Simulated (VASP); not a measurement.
Be4Ag: single point with PBE

The system is Be4Ag.

```
Be Ag
1.0
     3.84940    0.00000    0.00000
     0.00000    3.84940    0.00000
     0.00000    0.00000    3.84940
Be Ag
4 1
Direct
  0.50000 0.50000 0.50000
  0.00000 0.50000 0.50000
  0.50000 0.00000 0.50000
  0.50000 0.50000 0.00000
  0.00000 0.00000 0.00000
```

The cell was built by a generator and needn't be a form met in nature.

The cell isn't the ideal one: species swapped into the Mn4N type (Pm-3m, No. 221).

```
Program                : VASP 6.6.1
Task                   : single point
Functional             : PBE
Potentials or basis    : VASP PAW PBE potentials, release 64 (Be, Ag)
Cutoff                 : 520 eV
k mesh                 : 10 × 10 × 10
Occupations            : gaussian, width 0.1 eV
Spin                   : no spin polarisation
Dipole correction      : no
Further INCAR settings : ALGO = Normal; EDIFF = 1e-06; NBANDS = 18
```

```yaml
Pressure: 0.1 GPa
Band_gap_on_the_k_mesh: none (metal or under the smearing width)
```

Levels at points of the mesh, in eV from the Fermi level:
```
           k point  band 7  band 8  band 9  band 10  band 11  band 12
(0.00, 0.00, 0.00)   -2.52   -2.52   -2.52     2.29     3.58     3.58
(0.50, 0.00, 0.00)   -4.24   -0.53   -0.53     2.12     2.12     2.94
(0.50, 0.50, 0.00)   -4.43   -3.28   -2.88    -0.31     4.63     4.63
(0.50, 0.50, 0.50)   -2.30   -2.30   -2.30    -0.95    -0.95    -0.95
```

Run time: 28 s on 1 thread of Intel(R) Xeon(R) Platinum 8559C (Emerald Rapids), with other jobs on the host, peak memory 0.2 GiB.
